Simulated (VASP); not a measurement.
**MnS with PBE + D3(BJ) + U: from relaxation to properties**

Aim: relax MnS, then compute properties on the relaxed cell. The steps: magnetic order: ferromagnetic, magnetic order: antiferromagnetic, q = (0, 0, 1/2), magnetic order: antiferromagnetic, q = (1/2, 1/2, 0), the orders side by side, relaxing cell and atoms (PBE + D3(BJ) + U), second relaxation, single point with fields (PBE + D3(BJ) + U), band structure (PBE + D3(BJ) + U), total and projected DOS (PBE + D3(BJ) + U), volume scan with PBE + D3(BJ) + U, fit for PBE + D3(BJ) + U and electric field gradients (PBE + D3(BJ) + U). The start is a cell from a database of measured crystal structures.

Calculated with VASP 6.6.1; PBE with D3(BJ), DFT+U (Mn d 3 eV), spin-polarised from a ferromagnetic start (one magnetic atom a cell); plane waves and PAW (Mn_pv, S), in the first sound run; inputs show where later runs differ.

Most raw output is cut from this account.

The database entry behind the starting cell differs from later determinations by our own check (an axis about 0.2 % short against later determinations), so it need not match the best structure at ambient conditions.

### Step 1. Set-up

Symmetry: Fm-3m, No. 225, cubic system. Conventional cell: a = 5.209 Å, b = 5.209 Å, c = 5.209 Å, α = 90.00°, β = 90.00°, γ = 90.00°. Nearest to Mn lie 6 S at 2.60 Å. S has 6 Mn at 2.60 Å nearest. Farther neighbours and most contacts between anions are not listed.

As a file:

```xyz
2
Lattice="0.0000 2.6045 2.6045 2.6045 0.0000 2.6045 2.6045 2.6045 0.0000" Properties=species:S:1:pos:R:3 pbc="T T T"
Mn    0.0000    0.0000    0.0000
S     2.6045    2.6045    2.6045
```

### Step 2. Magnetic order: ferromagnetic

The properties of a magnet depend on its order, so a few collinear patterns are compared first on the cell as listed, beginning with all moments parallel. PBE, the usual starting point, adds the gradient of the density. A dispersion term adds the long-range attraction that semilocal functionals lack. D3 with Becke-Johnson damping keeps a finite attraction at short range. A Hubbard U penalises fractional filling of the localised shell, which semilocal functionals favour.

File INCAR:

```
SYSTEM = MnS
PREC = Accurate
ENCUT = 400
EDIFF = 1E-06
NELM = 100
ISMEAR = 0
SIGMA = 0.05
LREAL = .FALSE.
ALGO = Normal
GGA = PE
IVDW = 12
NBANDS = 19
ISPIN = 2
MAGMOM = 4 0
LDAU = .TRUE.
LDAUTYPE = 2
LDAUL = 2 -1
LDAUU = 3 0
LDAUJ = 0 0
LDAUPRINT = 1
LASPH = .TRUE.
LMAXMIX = 4
LORBIT = 11
LWAVE = .FALSE.
LCHARG = .FALSE.
KPAR = 4
ISIF = 2
```

File POSCAR:

```
MnS
1.0
    0.0000000000      2.6045000000      2.6045000000
    2.6045000000      0.0000000000      2.6045000000
    2.6045000000      2.6045000000      0.0000000000
Mn S
1 1
Direct
    0.0000000000      0.0000000000      0.0000000000
    0.5000000000      0.5000000000      0.5000000000
```

File KPOINTS:

```
Automatic mesh
0
Gamma
7 7 7
0 0 0
```

PAW data sets: Mn_pv and S (PBE family, release 64).

Command:

```sh
$ mpirun -np 4 vasp_std
```

Run time: 8 s. Hardware: 4 MPI ranks of Intel Xeon Platinum 8559C (Emerald Rapids), shared host; peak memory 0.6 GiB; 29 s of CPU time.

The gap is read on the k-mesh alone, so it is an upper bound where the band edges lie off the mesh. Direct gaps are counted within one spin. The valence top and the conduction bottom belong to opposite spins.

Numbers from this step:

| Quantity | Value |
| --- | --- |
| SCF cycles | 15 |
| electrons | 19 |
| bands | 19 |
| irreducible k-points | 20 |
| symmetry operations | 48 |
| free energy (TOTEN) | -14.00 eV |
| Fermi energy | 6.652 eV |
| pressure | -0.7718 GPa |
| moment of the cell, from the last line of the log | 5 μB |
| metallic | no |
| valence top at k | -0.2857, 0.1429, 0 |
| conduction bottom at k | 0.4286, 0.4286, 0 |
| least direct gap on the k-mesh, within one spin | 2.963 eV |
| gap on the k-mesh | 0.3121 eV |

Spin moment in the PAW sphere by atom:

| atom | spin moment in the PAW sphere (μB) |
| --- | --- |
| Mn1 | 4.55 |
| S2 | 0.10 |

The run ends ferromagnetic with a largest moment of 4.55 μB, and the mesh shows a gap of 0.31 eV.

### Step 3. Magnetic order: antiferromagnetic, q = (0, 0, 1/2)

This step: PBE with D3(BJ), DFT+U (Mn d 3 eV), spin-polarised from an antiferromagnetic start; plane waves and PAW (Mn_pv, S) (VASP 6.6.1).

System of this step: MnS. Symmetry: Fm-3m, No. 225, cubic system. The conventional cell has a = 5.209 Å, b = 5.209 Å, c = 5.209 Å, α = 90.00°, β = 90.00°, γ = 90.00°. Nearest to Mn lie 6 S at 2.60 Å. Nearest to S lie 6 Mn at 2.60 Å. Farther neighbours and most contacts between anions are not listed.

Next, a pattern with opposite moments, which needs a doubled cell; q is given in the reciprocal vectors of the primitive cell.

INCAR: that of step 2 with these lines changed.

```diff
@@ -11,5 +11,5 @@
 IVDW = 12
-NBANDS = 19
+NBANDS = 27
 ISPIN = 2
-MAGMOM = 4 0
+MAGMOM = 4 -4 0 0
 LDAU = .TRUE.
```

File POSCAR:

```
MnS
1.0
    0.0000000000      2.6045000000      2.6045000000
    2.6045000000      0.0000000000      2.6045000000
    5.2090000000      5.2090000000      0.0000000000
Mn S
2 2
Direct
    0.0000000000      0.0000000000      0.0000000000
    0.0000000000      0.0000000000      0.5000000000
    0.5000000000      0.5000000000      0.2500000000
    0.5000000000      0.5000000000      0.7500000000
```

KPOINTS is that of step 2.

Command:

```sh
$ mpirun -np 4 vasp_std
```

Wall time 18 s (4 MPI ranks); peak memory 0.97 GiB; 69 s of CPU time.

At this level the cell is under a tension of 2.8 GPa, so at these settings it is away from equilibrium.

This step gave:

| Property | Result |
| --- | --- |
| SCF cycles | 16 |
| electrons | 38 |
| bands | 27 |
| irreducible k-points | 44 |
| symmetry operations | 12 |
| free energy (TOTEN) | -28.15 eV |
| Fermi energy | 6.128 eV |
| pressure | -2.815 GPa |
| valence top at k | 0, 0, 0.4286 |
| least direct gap at k | 0, 0, 0.4286 |
| gap on the k-mesh | 2.077 eV |
| least direct gap on the k-mesh | 2.598 eV |

Spin moment in the PAW sphere by atom:

| atom | spin moment in the PAW sphere (μB) |
| --- | --- |
| Mn1 | 4.45 |
| Mn2 | -4.45 |
| S3 | 0.00 |
| S4 | 0.00 |

The energy lies -39.7 meV an atom from the first pattern. The run ends antiferromagnetic with a largest moment of 4.45 μB, and the mesh shows a gap of 2.08 eV.

### Step 4. Magnetic order: antiferromagnetic, q = (1/2, 1/2, 0)

INCAR is that of step 3.

File POSCAR:

```
MnS
1.0
    2.6045000000      2.6045000000      0.0000000000
   -2.6045000000      2.6045000000      0.0000000000
    0.0000000000      0.0000000000      5.2090000000
Mn S
2 2
Direct
    0.0000000000      0.0000000000      0.0000000000
    0.5000000000      0.5000000000      0.5000000000
    0.0000000000      0.0000000000      0.5000000000
    0.5000000000      0.5000000000      0.0000000000
```

File KPOINTS:

```
Automatic mesh
0
Gamma
6 6 5
0 0 0
```

Command:

```sh
$ mpirun -np 4 vasp_std
```

It took 16 s on 4 MPI ranks; peak memory 0.83 GiB; 59 s of CPU time.

This step gave:

- SCF cycles: 15
- irreducible k-points: 30
- symmetry operations: 16
- free energy (TOTEN): -28.05 eV
- Fermi energy: 6.680 eV
- pressure: -1.611 GPa
- valence top at k: 0.5, 0, 0
- conduction bottom at k: 0, 0, 0
- least direct gap at k: 0, 0, 0
- gap on the k-mesh: 0.9286 eV
- least direct gap on the k-mesh: 2.288 eV

Spin moment in the PAW sphere by atom:

| atom | spin moment in the PAW sphere (μB) |
| --- | --- |
| Mn1 | 4.52 |
| Mn2 | -4.52 |
| S3 | -0.03 |
| S4 | 0.03 |

The energy lies -14.1 meV an atom from the first pattern. The run ends antiferromagnetic with a largest moment of 4.52 μB, and the mesh shows a gap of 0.93 eV.

### Step 5. The orders side by side

This step: collinear orders at PBE, DFT+U (Mn d 3 eV); plane waves and PAW (VASP 6.6.1).

Derived from the runs above.

Patterns, by row:

| start | atoms | energy less that of the first (meV/atom) | largest site moment (μB) | end state |
| --- | --- | --- | --- | --- |
| ferromagnetic | 2 | 0 | 4.55 | ferromagnetic |
| antiferromagnetic, q = (0, 0, 1/2) | 4 | -39.7 | 4.45 | antiferromagnetic |
| antiferromagnetic, q = (1/2, 1/2, 0) | 4 | -14.1 | 4.52 | antiferromagnetic |

The session goes on in the lowest magnetic state found: antiferromagnetic, q = (0, 0, 1/2). The next one lies 25.6 meV an atom higher.

### Step 6. Relaxing cell and atoms (PBE + D3(BJ) + U)

This step: PBE with D3(BJ), DFT+U (Mn d 3 eV), spin-polarised from an antiferromagnetic start; plane waves and PAW (Mn_pv, S) (VASP 6.6.1).

The start need not lie at this functional's minimum. ISIF = 3 frees volume, shape and positions, and EDIFFG sets the threshold on forces and stress at which the search stops.

INCAR: that of step 4 with these lines changed.

```diff
@@ -13,3 +13,3 @@
 ISPIN = 2
-MAGMOM = 4 -4 0 0
+MAGMOM = 4.45 -4.45 0 0
 LDAU = .TRUE.
@@ -26,2 +26,5 @@
 KPAR = 4
-ISIF = 2
+IBRION = 2
+NSW = 60
+ISIF = 3
+EDIFFG = -0.01
```

File POSCAR:

```
MnS
1.0
    0.0000000000      2.6045000000      2.6045000000
    2.6045000000      0.0000000000      2.6045000000
    5.2090000000      5.2090000000      0.0000000000
Mn S
2 2
Direct
    0.0000000000      0.0000000000      0.0000000000
    0.0000000000      0.0000000000      0.5000000000
    0.5000000000      0.5000000000      0.2500000000
    0.5000000000      0.5000000000      0.7500000000
```

File KPOINTS:

```
Automatic mesh
0
Gamma
7 7 7
0 0 0
```

Command:

```sh
$ mpirun -np 4 vasp_std
```

Run time: 61 s. Hardware: 4 MPI ranks; peak memory 1 GiB.

The magnetic order is the lowest of the few collinear ones that converged above; longer or canted patterns were not tried. The cell is doubled for it, so bands and modes from the zone boundary of the chemical cell fold onto Γ and the labels are those of the larger cell. The run keeps the 12 symmetry operations of its start, so it cannot find a distortion of lower symmetry.

Relaxation path:

| step | energy less that of the first step (eV) | largest force (eV/Å) | pressure (GPa) | volume (Å³) |
| --- | --- | --- | --- | --- |
| 1 | 0.0000 | 0.0000 | -2.78 | 70.67 |
| 2 | -0.0205 | 0.0000 | 0.86 | 67.58 |
| 3 | -0.0222 | 0.0000 | 0.07 | 68.22 |
| 4 | -0.0222 | 0.0000 | -0.04 | 68.27 |
| 5 | -0.0224 | 0.0000 | -0.04 | 68.27 |

| cell as run | before | after | change |
| --- | --- | --- | --- |
| a (Å) | 3.683 | 3.647 | -1.0 % |
| b (Å) | 3.683 | 3.647 | -1.0 % |
| c (Å) | 7.367 | 7.272 | -1.3 % |
| α (°) | 60.00 | 59.90 | -0.2 % |
| β (°) | 60.00 | 59.90 | -0.2 % |
| volume (Å³/atom) | 17.67 | 17.07 | -3.4 % |

The relaxed structure:

```cif
data_structure
_symmetry_space_group_name_H-M 'P 1'
_symmetry_Int_Tables_number 1
_cell_length_a 3.6467
_cell_length_b 3.6467
_cell_length_c 7.2715
_cell_angle_alpha 59.901
_cell_angle_beta 59.901
_cell_angle_gamma 60.000
_cell_volume 68.27
loop_
_atom_site_label
_atom_site_type_symbol
_atom_site_fract_x
_atom_site_fract_y
_atom_site_fract_z
_atom_site_occupancy
Mn1 Mn 0.00000 0.00000 0.00000 1
Mn2 Mn 0.00000 0.00000 0.50000 1
S3 S 0.50000 0.50000 0.25000 1
S4 S 0.50000 0.50000 0.75000 1
```

Numbers from this step:

```
irreducible k-points            : 44
symmetry operations             : 12
free energy (TOTEN)             : -28.17 eV
Fermi energy                    : 6.672 eV
pressure                        : -0.04341 GPa
valence top at k                : 0, 0, 0.4286
conduction bottom at k          : 0.4286, 0.4286, 0
least direct gap at k           : 0.4286, 0, 0
SCF cycles over all ionic steps : 43
gap on the k-mesh               : 1.986 eV
least direct gap on the k-mesh  : 2.499 eV
```

Spin moment in the PAW sphere by atom:

| atom | spin moment in the PAW sphere (μB) |
| --- | --- |
| Mn1 | 4.43 |
| Mn2 | -4.43 |
| S3 | 0.00 |
| S4 | 0.00 |

It ends with forces that vanish by symmetry and a pressure of -0.04 GPa.

### Step 7. Second relaxation

The basis stayed that of the start cell while the cell moved. A rerun from the cell reached resets it; the error of the finite cutoff stays. The mesh changes with the cell too.

INCAR is that of step 6.

File POSCAR:

```
MnS
1.0
    0.0000000000      2.5785971739      2.5785971739
    2.5785971739      0.0000000000      2.5785971739
    5.1417485463      5.1417485463      0.0154458016
Mn S
2 2
Direct
    0.0000000000      0.0000000000      0.0000000000
    0.0000000000      0.0000000000      0.5000000000
    0.5000000000      0.5000000000      0.2500000000
    0.5000000000      0.5000000000      0.7500000000
```

File KPOINTS:

```
Automatic mesh
0
Gamma
8 8 8
0 0 0
```

Command:

```sh
$ mpirun -np 4 vasp_std
```

Elapsed: 33 s, on 4 MPI ranks; peak memory 1.1 GiB.

Little changed from the start: no atom moved by 0.005 Å and no cell edge by 0.1 %.

Numbers from this step:

```yaml
irreducible_k_points: 65
fermi_energy: 6.590 eV
pressure: -0.06438 GPa
valence_top_at_k: 0, 0, 0.5
conduction_bottom_at_k: 0.5, 0, 0
least_direct_gap_at_k: 0.5, 0, 0
scf_cycles_over_all_ionic_steps: 15
gap_on_the_k_mesh: 1.912 eV
least_direct_gap_on_the_k_mesh: 2.447 eV
```

It ends with forces that vanish by symmetry and a pressure of -0.06 GPa. The volume moved by under 0.01 %: the run met its threshold at the first step.

### Step 8. Single point with fields (PBE + D3(BJ) + U)

A single point on the relaxed cell gives a clean self-consistent state, with density, ELF and potential written out.

INCAR: that of step 7 with these lines changed.

```diff
@@ -24,7 +24,5 @@
 LWAVE = .FALSE.
-LCHARG = .FALSE.
-KPAR = 4
-IBRION = 2
-NSW = 60
-ISIF = 3
-EDIFFG = -0.01
+LCHARG = .TRUE.
+ISIF = 2
+LELF = .TRUE.
+LVHAR = .TRUE.
```

POSCAR is that of step 7.

KPOINTS is that of step 7.

Command:

```sh
$ mpirun -np 4 vasp_std
```

It took 34 s on 4 MPI ranks; peak memory 0.66 GiB; 2.2 min of CPU time.

With spin, VASP writes an ELF for each channel.

Numbers from this step:

| Quantity | Value |
| --- | --- |
| bands | 28 |
| Fermi energy | 6.612 eV |

Valence electrons inside each PAW sphere by angular momentum. Sphere charges, by row:

| atom | s (e) | p (e) | d (e) | tot (e) |
| --- | --- | --- | --- | --- |
| Mn1 | 0.219 | 6.176 | 4.929 | 11.32 |
| Mn2 | 0.219 | 6.176 | 4.929 | 11.32 |
| S3 | 1.322 | 2.461 | 0 | 3.783 |
| S4 | 1.322 | 2.461 | 0 | 3.783 |

Spin density in the ac plane at fractional y = 0.000, with atoms of Mn within 0.2 Å of it.

Values in e/Å³, 24 rows by 14 columns, each cell a mean:
```
 5.4  4.9  2.6  0.7  0.2  0.1  0.0  0.0  0.0  0.0  0.1  0.3  1.2  3.2
 2.3  2.7  1.9  0.7  0.2  0.1  0.0  0.0  0.0  0.0  0.0  0.1  0.3  1.0
 0.4  0.6  0.6  0.3  0.2  0.1  0.0  0.0  0.0  0.0  0.0  0.0  0.1  0.2
 0.1  0.1  0.2  0.1  0.1  0.0  0.0  0.0  0.0  0.0  0.0  0.0  0.0  0.0
 0.0  0.0  0.0  0.0  0.0  0.0  0.0  0.0  0.0  0.0  0.0  0.0  0.0  0.0
 0.0  0.0  0.0  0.0  0.0  0.0  0.0  0.0  0.0  0.0  0.0  0.0  0.0  0.0
 0.0  0.0  0.0  0.0  0.0  0.0  0.0  0.0  0.0  0.0  0.0  0.0  0.0  0.0
 0.0  0.0  0.0  0.0  0.0  0.0  0.0  0.0  0.0  0.0 -0.1 -0.1 -0.1 -0.1
-0.2 -0.1  0.0  0.0  0.0  0.0  0.0  0.0  0.0 -0.1 -0.2 -0.3 -0.3 -0.3
-1.1 -0.4 -0.1  0.0  0.0  0.0  0.0  0.0  0.0 -0.1 -0.2 -0.8 -1.5 -1.7
-3.6 -1.8 -0.5 -0.1  0.0  0.0  0.0  0.0  0.0 -0.1 -0.3 -1.2 -3.0 -4.4
-6.7 -4.5 -1.8 -0.3 -0.1  0.0  0.0  0.0  0.0 -0.1 -0.2 -0.8 -2.8 -5.6
-5.7 -5.0 -2.6 -0.6 -0.2 -0.1  0.0  0.0  0.0  0.0 -0.1 -0.3 -1.3 -3.4
-2.0 -2.4 -1.8 -0.6 -0.2 -0.1  0.0  0.0  0.0  0.0  0.0 -0.1 -0.3 -0.8
-0.4 -0.7 -0.6 -0.3 -0.2 -0.1  0.0  0.0  0.0  0.0  0.0  0.0 -0.1 -0.2
-0.1 -0.1 -0.1 -0.1 -0.1  0.0  0.0  0.0  0.0  0.0  0.0  0.0  0.0  0.0
 0.0  0.0  0.0  0.0  0.0  0.0  0.0  0.0  0.0  0.0  0.0  0.0  0.0  0.0
 0.0  0.0  0.0  0.0  0.0  0.0  0.0  0.0  0.0  0.0  0.0  0.0  0.0  0.0
 0.0  0.0  0.0  0.0  0.0  0.0  0.0  0.0  0.0  0.0  0.0  0.0  0.0  0.0
 0.0  0.0  0.0  0.0  0.0  0.0  0.0  0.0  0.0  0.0  0.1  0.1  0.1  0.1
 0.2  0.1  0.0  0.0  0.0  0.0  0.0  0.0  0.0  0.1  0.2  0.3  0.4  0.3
 0.9  0.4  0.1  0.0  0.0  0.0  0.0  0.0  0.0  0.1  0.2  0.7  1.4  1.6
 3.9  2.0  0.6  0.1  0.0  0.0  0.0  0.0  0.0  0.1  0.2  1.1  3.0  4.6
 6.6  4.4  1.7  0.3  0.1  0.0  0.0  0.0  0.0  0.1  0.2  0.8  2.9  5.7
```
Columns run along a (3.6 Å), rows up along c (7.3 Å). Atoms in or near the plane, at fractional coordinates: Mn at (0.00, 0.00), Mn at (0.00, 0.50).

ELF of up spins in the ac plane at fractional y = 0.000, with atoms of Mn within 0.2 Å of it. It is the smooth field of the valence electrons, not physical close to the nuclei.

Values, 24 rows by 14 columns, each cell a mean:
```
0.05 0.07 0.23 0.25 0.13 0.09 0.11 0.13 0.13 0.11 0.09 0.16 0.25 0.18
0.24 0.22 0.27 0.25 0.14 0.09 0.13 0.17 0.19 0.17 0.13 0.10 0.16 0.25
0.19 0.23 0.23 0.18 0.11 0.09 0.14 0.21 0.27 0.27 0.22 0.14 0.09 0.11
0.09 0.10 0.11 0.10 0.08 0.09 0.13 0.19 0.28 0.32 0.30 0.21 0.13 0.09
0.10 0.10 0.10 0.10 0.10 0.10 0.11 0.15 0.22 0.29 0.30 0.24 0.17 0.12
0.11 0.13 0.16 0.18 0.18 0.15 0.12 0.12 0.14 0.19 0.22 0.20 0.16 0.12
0.11 0.13 0.19 0.26 0.27 0.24 0.17 0.12 0.11 0.12 0.13 0.13 0.12 0.11
0.09 0.11 0.17 0.26 0.31 0.31 0.24 0.16 0.11 0.09 0.08 0.09 0.09 0.09
0.12 0.09 0.12 0.19 0.27 0.30 0.27 0.19 0.12 0.08 0.11 0.16 0.19 0.17
0.25 0.19 0.11 0.11 0.17 0.21 0.21 0.18 0.12 0.09 0.15 0.26 0.27 0.26
0.15 0.25 0.21 0.10 0.10 0.13 0.15 0.14 0.11 0.09 0.16 0.27 0.20 0.10
0.01 0.10 0.26 0.18 0.09 0.10 0.11 0.11 0.11 0.09 0.11 0.24 0.21 0.04
0.03 0.06 0.23 0.24 0.12 0.09 0.11 0.12 0.12 0.11 0.09 0.17 0.26 0.17
0.25 0.23 0.27 0.25 0.14 0.09 0.13 0.17 0.19 0.17 0.13 0.10 0.15 0.25
0.19 0.23 0.24 0.18 0.11 0.09 0.14 0.21 0.26 0.26 0.22 0.14 0.10 0.12
0.09 0.10 0.11 0.10 0.08 0.09 0.13 0.19 0.28 0.32 0.30 0.21 0.14 0.09
0.10 0.10 0.10 0.10 0.10 0.10 0.11 0.15 0.22 0.29 0.30 0.24 0.17 0.12
0.11 0.13 0.16 0.18 0.18 0.15 0.12 0.12 0.14 0.19 0.22 0.20 0.16 0.12
0.11 0.13 0.19 0.25 0.27 0.24 0.17 0.13 0.11 0.12 0.13 0.13 0.12 0.11
0.09 0.11 0.17 0.26 0.32 0.31 0.24 0.16 0.11 0.09 0.08 0.09 0.09 0.09
0.12 0.09 0.11 0.19 0.26 0.30 0.26 0.19 0.12 0.08 0.11 0.17 0.19 0.18
0.25 0.18 0.11 0.11 0.17 0.22 0.22 0.18 0.12 0.09 0.15 0.26 0.28 0.27
0.14 0.24 0.21 0.11 0.10 0.13 0.14 0.14 0.11 0.09 0.15 0.27 0.20 0.09
0.01 0.11 0.26 0.18 0.09 0.10 0.11 0.11 0.10 0.09 0.12 0.25 0.20 0.03
```
Columns run along a (3.6 Å), rows up along c (7.3 Å). Atoms in or near the plane, at fractional coordinates: Mn at (0.00, 0.00), Mn at (0.00, 0.50).

Valence density in the ac plane at fractional y = 0.000, with atoms of Mn within 0.2 Å of it. It is the smooth field of the valence electrons, not physical close to the nuclei.

Ten steps, logarithmic in the rise over the least value, from '_' (0 e/Å³) to '@' (16 e/Å³), each cell a mean:
```
@@@@%%++::____________--**%%
##%%##++::____________..--++
--====--..________________..
..........__________________
____________________________
____________________________
____________________________
______________________....__
....________________..::----
**==..____________..::++####
%%##==..__________..::**%%@@
@@@@##--..__________..++%%@@
@@@@%%++::____________--**%%
##%%##++::____________..--++
==++==--..______________..::
..........__________________
____________________________
____________________________
____________________________
______________________....__
::..________________..------
++--..____________..::++**##
%%##==..__________..::**%%@@
@@@@##--..__________..++%%@@
```
Columns run along a (3.6 Å), rows up along c (7.3 Å). Atoms in or near the plane, at fractional coordinates: Mn at (0.00, 0.00), Mn at (0.00, 0.50).

In this run the pressure is -0.06 GPa, small enough to go on.

[end of part 1 of 2]

[Lines on the potential files, build, host, timing and source positions are cut from VASP's logs without a mark.]

[Logs are printed without paths, hosts, clocks, repeated set-up lines and the standing remarks that a program may print on its own settings, such as how far it seeks lower states.]

[Hosts, paths, dates, database ids (printed as entryN), source tags and the programs' standing remarks are cut or masked in the printed files.]

[A measured line is paired with the nearest computed mode of its activity, which favours agreement.]
